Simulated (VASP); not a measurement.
# MgO (Periclase): the relaxed cell at several levels, part 2 of 3

Which functional gives the lattice of MgO (Periclase) as experiment finds it, and is a dearer one worth its cost? The start is a cell from a database of measured crystal structures.

VASP 6.6.1, plane waves and PAW; the level of theory is named at each step.

So far. Step 2 (Relaxation with LDA): It ends with forces that vanish by symmetry and a pressure of 0.01 GPa. The volume lies -3.9 % from that of the database's start, which holds the thermal and zero-point expansion of its experiment. LDA is known to overbind. The conventional cell has a = 4.161 Å. Step 3 (Relaxation with PBEsol): It ends at 9.321 Å³/atom, -0.6 % from the start, with 0.00 GPa left. The conventional cell has a = 4.209 Å.

The database entry behind the starting cell differs from later determinations by our own check (about 0.1 % long), so it need not match the best structure at ambient conditions.

## (4) Relaxation with PBE

This step: PBE; plane waves and PAW (Mg, O) (VASP 6.6.1).

PBE, the usual starting point, adds the gradient of the density.

INCAR

```
SYSTEM = MgO
PREC = Accurate
ENCUT = 560
EDIFF = 1E-06
NELM = 100
ISMEAR = -1
SIGMA = 0.05
LREAL = .FALSE.
ALGO = Normal
GGA = PE
NBANDS = 10
LORBIT = 11
LWAVE = .FALSE.
LCHARG = .FALSE.
KPAR = 2
IBRION = 2
NSW = 60
ISIF = 3
EDIFFG = -0.01
```

POSCAR

```
MgO
1.0
    0.0000000000      2.1085000000      2.1085000000
    2.1085000000      0.0000000000      2.1085000000
    2.1085000000      2.1085000000      0.0000000000
Mg O
1 1
Direct
    0.0000000000      0.0000000000      0.0000000000
    0.5000000000      0.5000000000      0.5000000000
```

KPOINTS

```
Automatic mesh
0
Gamma
9 9 9
0 0 0
```

PAW data sets: Mg and O (PBE family, release 64).

Run with:

```bash
$ mpirun -np 2 vasp_std
```

Log:

```text
[banner, memory and clock lines left out]
running    2 mpi-ranks, on    1 nodes
[...]
LDA part: xc-table for (Slater+PW92), standard interpolation
 POSCAR, INCAR and KPOINTS ok, starting setup
[...]
entering main loop
       N       E                     dE             d eps       ncg     rms          rms(c)
DAV:   1     0.171460771362E+02    0.17146E+02   -0.48747E+03   780   0.755E+02
DAV:   2    -0.127880647785E+02   -0.29934E+02   -0.29254E+02   792   0.147E+02
DAV:   3    -0.134656741244E+02   -0.67761E+00   -0.67695E+00   852   0.204E+01
DAV:   4    -0.134672839345E+02   -0.16098E-02   -0.16098E-02   768   0.111E+00
[...]
DAV:  10    -0.119084236459E+02   -0.20487E-04   -0.41706E-04   740   0.168E-01    0.773E-03
DAV:  11    -0.119084251403E+02   -0.14944E-05   -0.17227E-06   780   0.121E-02    0.539E-03
DAV:  12    -0.119084250818E+02    0.58513E-07   -0.68879E-07   394   0.725E-03
   1 F= -.11908425E+02 E0= -.11908425E+02  d E =-.119084E+02
[...]
DAV:   3    -0.119121295737E+02    0.36948E-03   -0.28838E-03   714   0.528E-01    0.870E-02
DAV:   4    -0.119119439260E+02    0.18565E-03   -0.23462E-04   734   0.141E-01    0.272E-02
DAV:   5    -0.119119358460E+02    0.80801E-05   -0.37930E-05   730   0.392E-02    0.518E-03
DAV:   6    -0.119119354226E+02    0.42333E-06   -0.63320E-07   374   0.596E-03
   2 F= -.11911935E+02 E0= -.11911935E+02  d E =-.351034E-02
 trial-energy change:   -0.003510  1 .order   -0.003603   -0.010505    0.003298
 step:   0.7536(harm=  0.7611)  dis= 0.00000  next Energy=   -11.912343 (dE=-0.392E-02)
[...]
N       E                     dE             d eps       ncg     rms          rms(c)
DAV:   1    -0.119148395977E+02   -0.29038E-02   -0.49681E-02   724   0.190E+00    0.378E-01
DAV:   2    -0.119123796304E+02    0.24600E-02   -0.16259E-02   726   0.786E-01    0.382E-02
DAV:   3    -0.119123547070E+02    0.24923E-04   -0.18091E-04   716   0.133E-01    0.223E-02
DAV:   4    -0.119123444496E+02    0.10257E-04   -0.14541E-05   732   0.347E-02    0.672E-03
DAV:   5    -0.119123445699E+02   -0.12036E-06   -0.23267E-06   610   0.980E-03
   3 F= -.11912345E+02 E0= -.11912345E+02  d E =-.391949E-02
[...]
reached required accuracy - stopping structural energy minimisation
```

The job ended after 9 s (2 MPI ranks of Intel Xeon Platinum 8488C (Sapphire Rapids), shared host; peak memory 0.27 GiB; 17 s of CPU time).

From OUTCAR (step 4):

```text
  Total        0.0005920      0.0005920      0.0005920      0.0000000      0.0000000     -0.0000000
  in kB        0.0495526      0.0495526      0.0495526      0.0000000      0.0000000     -0.0000000
  external PRESSURE =       0.0495526 kB  Pullay stress =       0.0000000 kB

 POSITION                                       TOTAL-FORCE (eV/Angst)
 -----------------------------------------------------------------------------------
      0.00000      0.00000      0.00000        -0.000000     -0.000000     -0.000000
      2.12310      2.12310      2.12310         0.000000      0.000000      0.000000
 -----------------------------------------------------------------------------------
    total drift:                               -0.000000     -0.000000      0.000000

  FREE ENERGIE OF THE ION-ELECTRON SYSTEM (eV)
  ---------------------------------------------------
  free  energy   TOTEN  =       -11.9123445699 eV

  energy  without entropy=      -11.9123445699  energy(sigma->0) =      -11.91234457

[... 2 parts as in an earlier step ...]

[... 2 further parts left out ...]
[key lines of the parts left out:]
E-fermi :   3.9974
```

The steps of the relaxation:

```
step  energy less that of the first step (eV)  largest force (eV/Å)  pressure (GPa)  volume (Å³)
   1                                   0.0000                0.0000            3.26        18.75
   2                                  -0.0035                0.0000           -0.99        19.27
   3                                  -0.0039                0.0000            0.01        19.14
```

```
conventional cell, symmetrised  before  after  change
                         a (Å)   4.217  4.246  +0.7 %
                         b (Å)   4.217  4.246  +0.7 %
                         c (Å)   4.217  4.246  +0.7 %
              volume (Å³/atom)    9.37   9.57  +2.1 %
```

Final coordinates:

```xyz
2
Lattice="0.0000 2.1231 2.1231 2.1231 0.0000 2.1231 2.1231 2.1231 0.0000" Properties=species:S:1:pos:R:3 pbc="T T T"
Mg    0.0000    0.0000    0.0000
O     2.1231    2.1231    2.1231
```

It ends at 9.570 Å³/atom, +2.1 % from the start, with 0.00 GPa left. The conventional cell has a = 4.246 Å.

## (5) Relaxation with r2SCAN

This step: r2SCAN; plane waves and PAW (Mg, O) (VASP 6.6.1).

r2SCAN adds the kinetic-energy density, costs more than a GGA and is run with LASPH.

Changes to INCAR since step 4:

```diff
@@ -9,3 +9,4 @@
 ALGO = Normal
-GGA = PE
+METAGGA = R2SCAN
+LASPH = .TRUE.
 NBANDS = 10
```

POSCAR is that of step 4.

KPOINTS is that of step 4.

Run with:

```bash
$ mpirun -np 2 vasp_std
```

Log:

```text
[banner, memory and clock lines left out]
running    2 mpi-ranks, on    1 nodes
[...]
[... a notice as in an earlier step ...]

 LDA part: xc-table for (None), standard interpolation
 POSCAR, INCAR and KPOINTS ok, starting setup
[...]
entering main loop
       N       E                     dE             d eps       ncg     rms          rms(c)
DAV:   1     0.123510982918E+02    0.12351E+02   -0.50154E+03   772   0.778E+02
DAV:   2    -0.191251038644E+02   -0.31476E+02   -0.30776E+02   790   0.154E+02
DAV:   3    -0.198476999438E+02   -0.72260E+00   -0.72189E+00   842   0.216E+01
DAV:   4    -0.198495938407E+02   -0.18939E-02   -0.18939E-02   766   0.123E+00
[...]
DAV:  11    -0.161609875427E+02   -0.16473E-04   -0.77634E-06   746   0.301E-02    0.611E-03
DAV:  12    -0.161609886518E+02   -0.11091E-05   -0.46614E-07   408   0.516E-03    0.300E-03
DAV:  13    -0.161609885486E+02    0.10320E-06   -0.67924E-07   372   0.630E-03
   1 F= -.16160989E+02 E0= -.16160989E+02  d E =-.161610E+02
[...]
DAV:   5    -0.161632160368E+02    0.56080E-05   -0.29708E-05   740   0.363E-02    0.298E-03
DAV:   6    -0.161632135791E+02    0.24577E-05   -0.12092E-06   384   0.977E-03    0.155E-03
DAV:   7    -0.161632134819E+02    0.97193E-07   -0.25593E-07   354   0.320E-03
   2 F= -.16163213E+02 E0= -.16163213E+02  d E =-.222493E-02
 trial-energy change:   -0.002225  1 .order   -0.002154   -0.007245    0.002938
 step:   0.7200(harm=  0.7115)  dis= 0.00000  next Energy=   -16.163623 (dE=-0.263E-02)
[...]
N       E                     dE             d eps       ncg     rms          rms(c)
DAV:   1    -0.161658196800E+02   -0.26061E-02   -0.44086E-02   728   0.185E+00    0.343E-01
DAV:   2    -0.161636489386E+02    0.21707E-02   -0.11633E-02   730   0.692E-01    0.427E-02
DAV:   3    -0.161636318400E+02    0.17099E-04   -0.16863E-04   726   0.126E-01    0.184E-02
DAV:   4    -0.161636257627E+02    0.60773E-05   -0.15247E-05   722   0.301E-02    0.745E-03
DAV:   5    -0.161636245456E+02    0.12171E-05   -0.23956E-06   576   0.103E-02    0.825E-04
DAV:   6    -0.161636252663E+02   -0.72060E-06   -0.91278E-08   350   0.276E-03
   3 F= -.16163625E+02 E0= -.16163625E+02  d E =-.263672E-02
[...]
reached required accuracy - stopping structural energy minimisation
```

The job ended after 46 s (2 MPI ranks; peak memory 0.29 GiB; 90 s of CPU time).

Parts of OUTCAR (step 5):

```text
  Total       -0.0003568     -0.0003568     -0.0003568     -0.0000000      0.0000000      0.0000000
  in kB       -0.0309976     -0.0309976     -0.0309976     -0.0000000      0.0000000      0.0000000
  external PRESSURE =      -0.0309976 kB  Pullay stress =       0.0000000 kB

 POSITION                                       TOTAL-FORCE (eV/Angst)
 -----------------------------------------------------------------------------------
      0.00000      0.00000      0.00000         0.000000      0.000000      0.000000
      2.09691      2.09691      2.09691        -0.000000     -0.000000     -0.000000
 -----------------------------------------------------------------------------------
    total drift:                               -0.000000     -0.000000      0.000000

  FREE ENERGIE OF THE ION-ELECTRON SYSTEM (eV)
  ---------------------------------------------------
  free  energy   TOTEN  =       -16.1636252663 eV

  energy  without entropy=      -16.1636252662  energy(sigma->0) =      -16.16362527

[... 2 parts as in an earlier step ...]

[... 2 further parts left out ...]
[key lines of the parts left out:]
E-fermi :   3.9555
```

Relaxation path:

```
step  energy less that of the first step (eV)  largest force (eV/Å)  pressure (GPa)  volume (Å³)
   1                                   0.0000                0.0000           -2.70        18.75
   2                                  -0.0022                0.0000            1.12        18.32
   3                                  -0.0026                0.0000            0.00        18.44
```

```
conventional cell, symmetrised  before  after  change
                         a (Å)   4.217  4.194  -0.5 %
                         b (Å)   4.217  4.194  -0.5 %
                         c (Å)   4.217  4.194  -0.5 %
              volume (Å³/atom)    9.37   9.22  -1.6 %
```

The relaxed structure:

```cif
data_structure
_symmetry_space_group_name_H-M 'P 1'
_symmetry_Int_Tables_number 1
_cell_length_a 2.9655
_cell_length_b 2.9655
_cell_length_c 2.9655
_cell_angle_alpha 60.000
_cell_angle_beta 60.000
_cell_angle_gamma 60.000
_cell_volume 18.44
loop_
_atom_site_label
_atom_site_type_symbol
_atom_site_fract_x
_atom_site_fract_y
_atom_site_fract_z
_atom_site_occupancy
Mg1 Mg 0.00000 0.00000 0.00000 1
O2 O 0.50000 0.50000 0.50000 1
```

It ends at 9.220 Å³/atom, -1.6 % from the start, with 0.00 GPa left. The conventional cell has a = 4.194 Å.

## (6) Relaxation with PBE + D3(BJ)

This step: PBE with D3(BJ); plane waves and PAW (Mg, O) (VASP 6.6.1).

A dispersion term adds the long-range attraction that semilocal functionals lack. D3 with Becke-Johnson damping keeps a finite attraction at short range.

Changes to INCAR since step 5:

```diff
@@ -9,4 +9,4 @@
 ALGO = Normal
-METAGGA = R2SCAN
-LASPH = .TRUE.
+GGA = PE
+IVDW = 12
 NBANDS = 10
```

POSCAR is that of step 5.

KPOINTS is that of step 5.

Run with:

```bash
$ mpirun -np 2 vasp_std
```

Log:

```text
[... set-up lines as in an earlier step ...]
 entering main loop
       N       E                     dE             d eps       ncg     rms          rms(c)
[... 12 cycles as in an earlier step ...]
   1 F= -.12492522E+02 E0= -.12492522E+02  d E =-.124925E+02
[...]
N       E                     dE             d eps       ncg     rms          rms(c)
DAV:   1    -0.119136158893E+02   -0.51907E-02   -0.27511E-01   722   0.453E+00    0.884E-01
DAV:   2    -0.119000524140E+02    0.13563E-01   -0.85321E-02   728   0.183E+00    0.916E-02
DAV:   3    -0.118999480578E+02    0.10436E-03   -0.88255E-04   714   0.307E-01    0.526E-02
DAV:   4    -0.118998885129E+02    0.59545E-04   -0.76703E-05   734   0.801E-02    0.153E-02
DAV:   5    -0.118998878313E+02    0.68154E-06   -0.11809E-05   702   0.222E-02    0.308E-03
DAV:   6    -0.118998879896E+02   -0.15827E-06   -0.16951E-07   366   0.326E-03
   2 F= -.12493684E+02 E0= -.12493684E+02  d E =-.116274E-02
 trial-energy change:   -0.001163  1 .order   -0.001148   -0.003513    0.001218
 step:   0.7462(harm=  0.7426)  dis= 0.00000  next Energy=   -12.493839 (dE=-0.132E-02)
[...]
N       E                     dE             d eps       ncg     rms          rms(c)
DAV:   1    -0.119034117754E+02   -0.35239E-02   -0.17697E-02   722   0.114E+00    0.225E-01
DAV:   2    -0.119025347299E+02    0.87705E-03   -0.55316E-03   726   0.466E-01    0.227E-02
DAV:   3    -0.119025296899E+02    0.50400E-05   -0.55571E-05   716   0.766E-02    0.130E-02
DAV:   4    -0.119025252524E+02    0.44374E-05   -0.48963E-06   702   0.203E-02    0.388E-03
DAV:   5    -0.119025248527E+02    0.39974E-06   -0.74340E-07   360   0.561E-03
   3 F= -.12493839E+02 E0= -.12493839E+02  d E =-.131724E-02
[...]
reached required accuracy - stopping structural energy minimisation
```

It took 10 s on 2 MPI ranks; peak memory 0.3 GiB; 20 s of CPU time.

OUTCAR, selected parts (step 6):

```text
 Edisp (eV)   -0.59380

 Edisp (eV)   -0.59131

  Total       0.00028     0.00028     0.00028    -0.00000     0.00000     0.00000
  in kB       0.02390     0.02390     0.02390    -0.00000     0.00000     0.00000
  external pressure =        0.02 kB  Pullay stress =        0.00 kB

 POSITION                                       TOTAL-FORCE (eV/Angst)
 -----------------------------------------------------------------------------------
      0.00000      0.00000      0.00000        -0.000000     -0.000000     -0.000000
      2.10014      2.10014      2.10014         0.000000      0.000000      0.000000
 -----------------------------------------------------------------------------------
    total drift:                               -0.000000     -0.000000      0.000000

  FREE ENERGIE OF THE ION-ELECTRON SYSTEM (eV)
  ---------------------------------------------------
  free  energy   TOTEN  =       -12.4938389337 eV

  energy  without entropy=      -12.4938389336  energy(sigma->0) =      -12.49383893

[... 2 parts as in an earlier step ...]

[... 2 further parts left out ...]
[key lines of the parts left out:]
E-fermi :   4.2539
```

It ends at 9.263 Å³/atom, -1.2 % from the start, with 0.00 GPa left. The conventional cell has a = 4.200 Å. Against plain PBE, the dispersion term moves a by -1.1 %.

## (7) Relaxation with r2SCAN + rVV10

This step: r2SCAN with rVV10; plane waves and PAW (Mg, O) (VASP 6.6.1).

LUSE_VDW switches on a nonlocal correlation term for dispersion.

Changes to INCAR since step 6:

```diff
@@ -9,4 +9,8 @@
 ALGO = Normal
-GGA = PE
-IVDW = 12
+METAGGA = R2SCAN
+LUSE_VDW = .TRUE.
+IVDW_NL = 2
+BPARAM = 11.95
+CPARAM = 0.0093
+LASPH = .TRUE.
 NBANDS = 10
```

POSCAR is that of step 6.

KPOINTS is that of step 6.

Run with:

```bash
$ mpirun -np 2 vasp_std
```

Log:

```text
[banner, memory and clock lines left out]
running    2 mpi-ranks, on    1 nodes
[...]
|                                                                             |
|               ----> ADVICE to this user running VASP <----                  |
|                                                                             |
|     You have switched on vdW-DFT.                                           |
|     This routine was written and supplied by Jiri Klimes. We recommend      |
|     that you carefully read and cite the following publications:            |
|       J. Klimes, D.R. Bowler, A. Michelides                                 |
|          J. Phys.: Cond Matt. 22 022201 (2010)                              |
|       J. Klimes, D.R. Bowler, A. Michelides                                 |
|          Phys. Rev. B. 83, 195131 (2011)                                    |
|     and references therein.                                                 |
|                                                                             |

[...]
DAV:   3    -0.158924457524E+02    0.42154E-04   -0.32375E-04   726   0.175E-01    0.255E-02
Total rVV10 correction in eV:      0.2705921    11.2783760
Total rVV10 correction in eV:      0.2705921    11.2783760
DAV:   4    -0.158924334974E+02    0.12255E-04   -0.28942E-05   722   0.414E-02    0.103E-02
Total rVV10 correction in eV:      0.2705765    11.2783760
Total rVV10 correction in eV:      0.2705765    11.2783760
DAV:   5    -0.158924316156E+02    0.18818E-05   -0.45514E-06   670   0.141E-02    0.114E-03
Total rVV10 correction in eV:      0.2705777    11.2783760
Total rVV10 correction in eV:      0.2705777    11.2783760
DAV:   6    -0.158924326194E+02   -0.10038E-05   -0.16012E-07   350   0.362E-03    0.568E-04
Total rVV10 correction in eV:      0.2705762    11.2783760
Total rVV10 correction in eV:      0.2705762    11.2783760
DAV:   7    -0.158924326226E+02   -0.32381E-08   -0.33018E-08   350   0.115E-03
Total rVV10 correction in eV:      0.2705763    11.2783760
Total rVV10 correction in eV:      0.2705763    11.2783760
Total rVV10 correction in eV:      0.2705764    11.2783760
Total rVV10 correction in eV:      0.2705764    11.2783760
   3 F= -.15892433E+02 E0= -.15892433E+02  d E =-.488885E-02
[...]
reached required accuracy - stopping structural energy minimisation
```

The job ended after 1.9 min (2 MPI ranks; peak memory 0.43 GiB; 3.7 min of CPU time).

From OUTCAR (step 7):

```text
  Total        0.0005069      0.0005069      0.0005069      0.0000000      0.0000000      0.0000000
  in kB        0.0443031      0.0443031      0.0443031      0.0000000      0.0000000      0.0000000
  external PRESSURE =       0.0443031 kB  Pullay stress =       0.0000000 kB

 POSITION                                       TOTAL-FORCE (eV/Angst)
 -----------------------------------------------------------------------------------
      0.00000      0.00000      0.00000         0.000000      0.000000      0.000000
      2.09278      2.09278      2.09278        -0.000000     -0.000000      0.000000
 -----------------------------------------------------------------------------------
    total drift:                               -0.000000     -0.000000      0.000000

  FREE ENERGIE OF THE ION-ELECTRON SYSTEM (eV)
  ---------------------------------------------------
  free  energy   TOTEN  =       -15.8924326226 eV

  energy  without entropy=      -15.8924326226  energy(sigma->0) =      -15.89243262

[... 2 parts as in an earlier step ...]

[... 2 further parts left out ...]
[key lines of the parts left out:]
E-fermi :   4.0094
```

It ends at 9.166 Å³/atom, -2.2 % from the start, with 0.00 GPa left. The conventional cell has a = 4.186 Å. Against plain r2SCAN, the dispersion term moves a by -0.2 %.

(Part 2 of 3 ends here.)

[Lines on the potential files, build, host, timing and source positions are cut from VASP's logs without a mark.]

[Logs are printed without paths, hosts, clocks, repeated set-up lines and the standing remarks that a program may print on its own settings, such as how far it seeks lower states.]

[Hosts, paths, dates, database ids (printed as entryN), source tags and the programs' standing remarks are cut or masked in the printed files.]

[Measured values are set beside computed ones only where the two were judged alike; some that the calculation misses by far are left out.]

[In band tables of VASP the shares of atoms and orbitals are scaled to a sum of 1 inside the atoms' spheres.]
